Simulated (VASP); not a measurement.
Energy against volume of CsBr (CsCl type). These are MS2 meta-GGA, VASP's PBE PAW potentials (set 64) (plane waves; VASP 6.6.1) values and carry that method's errors.

| V (Å³/atom) | E (eV/atom) |
|---|---|
| 38.047 | -0.88010 |
| 39.262 | -0.88622 |
| 40.476 | -0.88830 |
| 41.690 | -0.88699 |
| 42.904 | -0.88288 |

Task: Fit a third-order Birch-Murnaghan equation of state.

Result: 
```json
{
 "volume_per_atom": "40.58 Å³/atom",
 "bulk_modulus": "14.6 GPa",
 "pressure_derivative_of_the_bulk_modulus": "5.15",
 "lattice_constant_a": "8.182 bohr"
}
```

The compound is CsBr in the CsCl type structure. It was relaxed first.
